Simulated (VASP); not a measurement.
Crystal: MoW2.

```xyz
6
Lattice="0.0000 3.7961 3.7961 3.7961 0.0000 3.7961 3.7961 3.7961 0.0000" Properties=species:S:1:pos:R:3 pbc="T T T"
Mo    1.8981    1.8981    1.8981
Mo    0.0000    0.0000    0.0000
W     2.8471    4.7452    2.8471
W     2.8471    2.8471    4.7452
W     4.7452    2.8471    2.8471
W     4.7452    4.7452    4.7452
```

The cell was built by a generator and needn't be a form met in nature.

The cell isn't the ideal one: species swapped into the ZrMo2 type (Fd-3m, No. 227).

| Property | Result |
| --- | --- |
| Program | VASP 6.6.1 |
| Task | relaxation of cell and atoms |
| Functional | PBE |
| Potentials or basis | VASP PAW PBE potentials, release 64 (Mo_sv, W_sv) |
| Cutoff | 600 eV |
| k mesh | 4 × 4 × 4 |
| Occupations | gaussian, width 0.1 eV |
| Spin | no spin polarisation |

At the start: pressure -16.7 GPa; volume 18.24 Å³/atom.

Problem. How do energy, volume and symmetry change on relaxing?

Solution. Over 5 steps the energy falls by 73.2 meV/atom and the volume is 16.92 Å³/atom (-7.2 %); space group Fd-3m (No. 227, to 0.05 Å).

Step by step:
| step | energy change (eV) | largest force (eV/Å) | pressure (GPa) | volume (Å³) |
| --- | --- | --- | --- | --- |
| 1 | 0.0000 | 0.0000 | -16.67 | 109.41 |
| 2 | 3.9399 | 0.0000 | 86.70 | 82.03 |
| 3 | -0.4360 | 0.0000 | -1.61 | 102.15 |
| 4 | -0.4390 | 0.0000 | -0.38 | 101.66 |
| 5 | -0.4392 | 0.0000 | 0.00 | 101.51 |

Final structure:
```yaml
crystal:
  lattice:
    - [0.00000, 3.70247, 3.70247]
    - [3.70247, 0.00000, 3.70247]
    - [3.70247, 3.70247, 0.00000]
  atoms:
    - { symbol: Mo, position: [0.25000, 0.25000, 0.25000] }
    - { symbol: Mo, position: [0.00000, 0.00000, 0.00000] }
    - { symbol: W, position: [0.62500, 0.12500, 0.62500] }
    - { symbol: W, position: [0.62500, 0.62500, 0.12500] }
    - { symbol: W, position: [0.12500, 0.62500, 0.62500] }
    - { symbol: W, position: [0.62500, 0.62500, 0.62500] }
```
